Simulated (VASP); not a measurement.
Level of theory: PBE GGA, VASP's PBE PAW potentials (set 64) (plane waves; VASP 6.6.1).

VASP input:

KPOINTS:
```
Regular mesh
0
Gamma
15 15 15
0 0 0
```

File POSCAR:
```
Li
1
   -1.7310686867     1.7310686867     1.7310686867
    1.7310686867    -1.7310686867     1.7310686867
    1.7310686867     1.7310686867    -1.7310686867
Li
1
Direct
  0.0000000000   0.0000000000   0.0000000000
```

INCAR:
```
ALGO = Normal
EDIFF = 1E-7
ENCUT = 520
GGA = PE
ISIF = 2
ISMEAR = 1
LASPH = .TRUE.
LCHARG = .FALSE.
LREAL = .FALSE.
LWAVE = .FALSE.
NELM = 100
PREC = Accurate
SIGMA = 0.1
SYSTEM = Li
```

POTCAR, in this order: Li_sv (PBE.64 set). Program: vasp_std.

Output of the run:

File OSZICAR:
```
       N       E                     dE             d eps       ncg     rms          rms(c)
DAV:   1     0.506237712967E+00    0.50624E+00   -0.73676E+02  1205   0.421E+02
DAV:   2    -0.179341795212E+01   -0.22997E+01   -0.22355E+01  1695   0.610E+01
DAV:   3    -0.190115208224E+01   -0.10773E+00   -0.10631E+00  1485   0.927E+00
DAV:   4    -0.190463104805E+01   -0.34790E-02   -0.34769E-02  1535   0.150E+00
DAV:   5    -0.190468083454E+01   -0.49786E-04   -0.49786E-04  1550   0.154E-01    0.225E-01
DAV:   6    -0.190355529137E+01    0.11255E-02   -0.30022E-04  1985   0.108E-01    0.128E-01
DAV:   7    -0.190301841480E+01    0.53688E-03   -0.71222E-04  2150   0.166E-01    0.283E-02
DAV:   8    -0.190301781064E+01    0.60416E-06   -0.88324E-06  1220   0.369E-02    0.173E-03
DAV:   9    -0.190301529720E+01    0.25134E-05   -0.70831E-07  1635   0.116E-02    0.449E-04
DAV:  10    -0.190301427159E+01    0.10256E-05   -0.26808E-08   700   0.228E-03    0.351E-04
DAV:  11    -0.190301425090E+01    0.20687E-07   -0.80841E-09   630   0.111E-03
   1 F= -.19030143E+01 E0= -.19029891E+01  d E =-.754971E-04
```

### OUTCAR
```
------------------------ aborting loop because EDIFF is reached ----------------------------------------
  FORCE on cell =-STRESS in cart. coord.  units (eV):
  Direction    XX          YY          ZZ          XY          YZ          ZX
  --------------------------------------------------------------------------------------
  Total       -0.0510984     -0.0510984     -0.0510984      0.0000000      0.0000000     -0.0000000
  in kB       -3.9456183     -3.9456183     -3.9456183      0.0000000      0.0000000     -0.0000000
  external PRESSURE =      -3.9456183 kB  Pullay stress =       0.0000000 kB
  volume of cell :       20.75
      direct lattice vectors                 reciprocal lattice vectors
    -1.731068687  1.731068687  1.731068687     0.000000000  0.288838914  0.288838914
     1.731068687 -1.731068687  1.731068687     0.288838914  0.000000000  0.288838914
     1.731068687  1.731068687 -1.731068687     0.288838914  0.288838914  0.000000000
 POSITION                                       TOTAL-FORCE (eV/Angst)
 -----------------------------------------------------------------------------------
      0.00000      0.00000      0.00000         0.000000      0.000000      0.000000
 -----------------------------------------------------------------------------------
    total drift:                                0.000000      0.000000     -0.000000
  FREE ENERGIE OF THE ION-ELECTRON SYSTEM (eV)
  ---------------------------------------------------
  free  energy   TOTEN  =        -1.9030142509 eV

  energy  without entropy=       -1.9029387538  energy(sigma->0) =       -1.90298909
```
(Selected blocks of OUTCAR.)

The compound is Li in the bcc structure. This cell is one point of a volume scan, at 1.03 of the reference volume.
